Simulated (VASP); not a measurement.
Crystal: PtSe2.

```
Pt Se
1.0
     3.71731    0.00000    0.00000
    -1.85865    3.21928    0.00000
     0.00000    0.00000    5.82007
Pt Se
1 2
Cartesian
  0.0000 0.0000 0.0000
  1.8587 1.0731 4.5083
  0.0000 2.1462 1.3118
```

The cell is a database's computed one.

| Property | Result |
| --- | --- |
| Program | VASP 6.6.1 |
| Task | relaxation of cell and atoms |
| Functional | LDA |
| Potentials or basis | VASP PAW LDA potentials, release 64 (Pt, Se) |
| Cutoff | 600 eV |
| k mesh | 9 × 9 × 6 |
| Occupations | gaussian, width 0.02 eV |
| Spin | no spin polarisation |

At the start: pressure -3.8 GPa; volume 23.22 Å³/atom.

Task: Where does the relaxation end?

Result: Over 25 steps the energy falls by 54.8 meV/atom and the volume is 19.28 Å³/atom (-17.0 %); space group P-3m1 (No. 164, to 0.05 Å).

The path:
| step | energy change (eV) | largest force (eV/Å) | pressure (GPa) | volume (Å³) |
| --- | --- | --- | --- | --- |
| 1 | 0.0000 | 0.3487 | -3.78 | 69.65 |
| 2 | 0.0551 | 1.0344 | 7.47 | 64.28 |
| 3 | -0.0275 | 0.1161 | -0.14 | 67.60 |
| 4 | -0.0275 | 0.1259 | -0.06 | 67.56 |
| 5 | -0.0326 | 0.1514 | -0.10 | 67.27 |
| 6 | -0.0463 | 0.2320 | -0.17 | 66.36 |
| 7 | -0.0664 | 0.4113 | -0.20 | 64.46 |
| 8 | -0.0741 | 0.8276 | 0.53 | 60.35 |
| 9 | -0.0757 | 0.8124 | 0.44 | 60.27 |
| 10 | -0.0799 | 0.7664 | 0.16 | 60.02 |
| 11 | -0.0854 | 0.6723 | -0.32 | 59.53 |
| 12 | -0.0824 | 0.4819 | -1.13 | 58.51 |
| 13 | -0.0860 | 0.5990 | -0.65 | 59.12 |
| 14 | -0.0920 | 0.5786 | -0.60 | 59.05 |
| 15 | -0.1084 | 0.5182 | -0.40 | 58.85 |
| 16 | -0.1352 | 0.3986 | -0.01 | 58.44 |
| 17 | -0.1625 | 0.1476 | 0.78 | 57.62 |
| 18 | -0.1633 | 0.0761 | 1.01 | 57.42 |
| 19 | -0.1633 | 0.0889 | 0.96 | 57.46 |
| 20 | -0.1644 | 0.0381 | -0.29 | 57.88 |
| 21 | -0.1645 | 0.0072 | 0.01 | 57.78 |
| 22 | -0.1645 | 0.0054 | 0.03 | 57.77 |
| 23 | -0.1645 | 0.0044 | 0.03 | 57.78 |
| 24 | -0.1645 | 0.0017 | 0.02 | 57.80 |
| 25 | -0.1645 | 0.0036 | 0.01 | 57.84 |

Final structure:
```
CELL_PARAMETERS angstrom
3.74376 0.00000 0.00000
-1.87188 3.24219 0.00000
0.00000 0.00000 4.76519
ATOMIC_POSITIONS crystal
Pt 0.00000 0.00000 0.00000
Se 0.66667 0.33333 0.73482
Se 0.33333 0.66667 0.26518
```

Caveat: the volume moved by over 15 % at a fixed basis, so the end points are rough.
